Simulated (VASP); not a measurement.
A run of VASP 6.6.1 is set up as follows.

File INCAR:

```
PREC = Accurate
ENCUT = 600
EDIFF = 1E-6
ISMEAR = 0
SIGMA = 0.03
LREAL = False
LASPH = True
NELM = 80
ALGO = Normal
ISIF = 3
LWAVE = False
LCHARG = False
GGA = PS
IBRION = 2
NSW = 90
EDIFFG = -0.01
```

File KPOINTS:

```
Automatic mesh
0
Gamma
  10 10 10
```

The input POSCAR:

```
GaSb
1.0
    0.0000000000      3.0590000000      3.0590000000
    3.0590000000      0.0000000000      3.0590000000
    3.0590000000      3.0590000000      0.0000000000
Ga Sb
1 1
Direct
    0.0000000000      0.0000000000      0.0000000000
    0.2500000000      0.2500000000      0.2500000000
```

Potentials or basis: VASP PAW PBE potentials, release 64 (Ga_d, Sb).

Run with:

```bash
$ cat potpaw_PBE.64/Ga_d/POTCAR potpaw_PBE.64/Sb/POTCAR > POTCAR
$ mpirun -np 1 vasp_std > vasp.out
```

(1) What does it give for the relaxed volume?

(2) Predict the space group after relaxing (to 0.05 Å).

Answers

(1) 28.56 Å³/atom.

(2) F-43m (No. 216).

Caveat: the PAW data sets were made with another functional, which shifts forces and pressure a little.
